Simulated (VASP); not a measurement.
Given:

```xyz
5
Lattice="3.8919 0.0000 0.0000 0.0000 3.8919 0.0000 0.0000 0.0000 3.8919" Properties=species:S:1:pos:R:3 pbc="T T T"
K      0.0000     0.0000     0.0000
Mg     1.9460     1.9460     1.9460
F      1.9460     0.0000     1.9460
F      0.0000     1.9460     1.9460
F      1.9460     1.9460     0.0000
```

Level of theory: r2SCAN meta-GGA, VASP's PBE PAW potentials (set 64) (plane waves; VASP). Settings: 520 eV cut-off, 6×6×6 Γ-centred mesh, Gaussian smearing of 0.050 eV, potentials K_sv Mg F.

Give the stress tensor in GPa (positive for a compressed cell).

```
5.55  0.00  0.00
0.00  5.55  0.00
0.00  0.00  5.55
```
The pressure is its mean diagonal, 5.55 GPa.

The compound is KMgF3 in the cubic perovskite structure. This cell is one point of a volume scan, at 0.94 of the reference volume.
